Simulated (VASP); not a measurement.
Data:

```xyz
2
Lattice="4.5234 0.0000 0.0000 0.0000 4.5234 0.0000 0.0000 0.0000 4.5234" Properties=species:S:1:pos:R:3 pbc="T T T"
Cs     0.0000     0.0000     0.0000
I      2.2617     2.2617     2.2617
```

Calculation: vdW-DF-cx, VASP's PBE PAW potentials (set 64) (plane waves; VASP 6.6.1). Settings: 520 eV cut-off, 5×5×5 Γ-centred mesh, Gaussian smearing of 0.050 eV, potentials Cs_sv I.

Question: Estimate the energy per atom (σ→0).

Answer: 
The energy per atom (σ→0) comes out as -39.5 kJ/mol of atoms.

The compound is CsI in the CsCl type structure. It was relaxed first. The start is the result of an earlier pass.
